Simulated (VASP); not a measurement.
Calculation: PBEsol GGA, VASP's PBE PAW potentials (set 64) (plane waves; VASP).

Gaps are without spin-orbit coupling.

```
Item                                                   Result
---------------------------------------------  --------------
volume per atom                                27.00 Å^3/atom
band gap (over mesh and band path)                    0.18 eV
smallest direct gap (over mesh and band path)         0.18 eV
```

### Question
Which relaxed crystal gives these values?
A. AlInSb2, R3m (160)
B. MgO, P6_3mc (186)
C. Pb2SeS, R-3m (166)
D. Ag2S, P2_1/m (11)

### Answer
C, Pb2SeS, R-3m (166)
